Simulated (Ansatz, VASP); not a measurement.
**One calculation of AgSbS3, two programs**

```xyz
5
Lattice="4.8803 0.0000 0.0000 0.0000 4.8803 0.0000 0.0000 0.0000 4.8803" Properties=species:S:1:pos:R:3 pbc="T T T"
Ag    0.0000    0.0000    0.0000
Sb    2.4402    2.4402    2.4402
S     2.4402    2.4402    0.0000
S     2.4402    0.0000    2.4402
S     0.0000    2.4402    2.4402
```

The cell comes from a database or a generator and needn't be the stable form of this composition.

Alike in both runs: task single point; functional LDA; k mesh 4 × 4 × 4; occupations gaussian, width 0.05 eV; no spin polarisation.

|  | VASP | Ansatz |
| --- | --- | --- |
| version | VASP 6.6.1 | Ansatz 0.2.0 |
| potentials or method | VASP PAW LDA potentials, release 64 (Ag, Sb, S) | scalar-relativistic, plane waves, PAW |
| plane-wave cutoff (eV) | 520 | 420 |
| valence electrons in the cell | 34 | 52 |

VASP gave:

```
gap on the k mesh at the Fermi level (eV) : none
pressure (GPa)                            : 0.2
```

Task: What did Ansatz give for the same quantities?

Result: gap on the k mesh at the Fermi level (eV): none; pressure (GPa): 0.0.

A gap of «none» marks a metal or a gap that the smearing closes. The two sets of potentials don't hold the same shells in valence.

Spin-orbit coupling is left out, which matters for the levels of Sb.
